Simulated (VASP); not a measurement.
Write the native input for VASP 6.6.1 that does the following.

```yaml
Task: single point
Functional: r2SCAN
Potentials_or_basis: VASP PAW PBE potentials, release 64 (K_sv, Ag, Br)
Cutoff: 520 eV
k_mesh: 6 × 6 × 6
Occupations: gaussian, width 0.01 eV
Spin: no spin polarisation
Dipole_correction: no
Further_INCAR_settings: ALGO = Normal; EDIFF = 1e-06; NBANDS = 25
```

The system is KAgBr2.

```
K Ag Br
1.0
     2.18561    1.26186    7.06935
    -2.18561    1.26186    7.06935
     0.00000   -2.52373    7.06935
K Ag Br
1 1 2
Direct
  0.00000 0.00000 0.00000
  0.50000 0.50000 0.50000
  0.23773 0.23773 0.23773
  0.76227 0.76227 0.76227
```

The cell was built by a generator and needn't be a form met in nature.

These files were run (other wordings do the same):

POSCAR

```
KAgBr2
1.0
    2.1856115241      1.2618634018      7.0693491411
   -2.1856115241      1.2618634018      7.0693491411
    0.0000000000     -2.5237268035      7.0693491411
K Ag Br
1 1 2
Direct
    1.0000000000      0.0000000000      0.0000000000
    0.5000000000      0.5000000000      0.5000000000
    0.2377266228      0.2377266228      0.2377266228
    0.7622733772      0.7622733772      0.7622733772
```

INCAR.step1

```
SYSTEM = KAgBr2
ALGO = Normal
EDIFF = 1E-4
ENCUT = 520
GGA = PE
ISMEAR = 0
LASPH = .TRUE.
LCHARG = .FALSE.
LREAL = .FALSE.
LWAVE = .TRUE.
NBANDS = 25
NELM = 100
PREC = Accurate
SIGMA = 0.01
```

INCAR.step2

```
SYSTEM = KAgBr2
ALGO = Normal
EDIFF = 1E-6
ENCUT = 520
ISIF = 2
ISMEAR = 0
ISTART = 1
LASPH = .TRUE.
LCHARG = .FALSE.
LMIXTAU = .TRUE.
LREAL = .FALSE.
LWAVE = .FALSE.
METAGGA = R2SCAN
NBANDS = 25
NELM = 100
PREC = Accurate
SIGMA = 0.01
```

KPOINTS

```
k-points
0
G
  6 6 6
  0 0 0
```

Potentials or basis: VASP PAW PBE potentials, release 64 (K_sv, Ag, Br).

The run is started by

```console
$ cat potpaw_PBE.64/K_sv/POTCAR potpaw_PBE.64/Ag/POTCAR potpaw_PBE.64/Br/POTCAR > POTCAR
$ cp INCAR.step1 INCAR
$ mpirun -np 1 vasp_std > vasp.out
$ cp INCAR.step2 INCAR
$ mpirun -np 1 vasp_std > vasp.out
```

It gave:

```json
{"Pressure": "0.0 GPa", "Band gap on the k mesh": "2.79 eV, indirect (least direct gap 2.91 eV)"}
```

Caveat: the PAW data sets were made with another functional, which shifts forces and pressure a little.

Run time: 10 min on 1 thread of Intel(R) Xeon(R) Platinum 8559C (Emerald Rapids), on a shared host, peak memory 0.53 GiB.
